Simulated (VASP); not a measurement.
Consider the following.

```xyz
5
Lattice="2.2865 -3.9604 0.0000 2.2865 3.9604 0.0000 0.0000 0.0000 7.2289" Properties=species:S:1:pos:R:3 pbc="T T T"
Mg     2.2865    -3.9604     7.2289
Mg     2.2865     1.3201     4.5736
Mg     2.2865    -1.3201     2.6552
Sb     2.2865     1.3201     1.6280
Sb     2.2865    -1.3201     5.6009
```

The numbers are results of optB86b-vdW, VASP's PBE PAW potentials (set 64) (plane waves; VASP), not measurements. Run with 520 eV cut-off, 6×6×4 Γ-centred mesh, tetrahedra with Blöchl corrections, potentials Mg Sb.

Unless said otherwise, spin-orbit coupling is left out, though it shifts the bands of the heavy elements here.

Task: Estimate the energy per atom (σ→0), band gap (on the k-mesh) with the smallest direct gap where there is one.

Result: 
* **band gap (on the k-mesh)**: 0.27 eV
* **smallest direct gap (on the k-mesh)**: 1.12 eV
* **energy per atom (σ→0)**: -1358 meV/atom

The compound is Mg3Sb2 in the a-la2o3 structure. It was relaxed first.
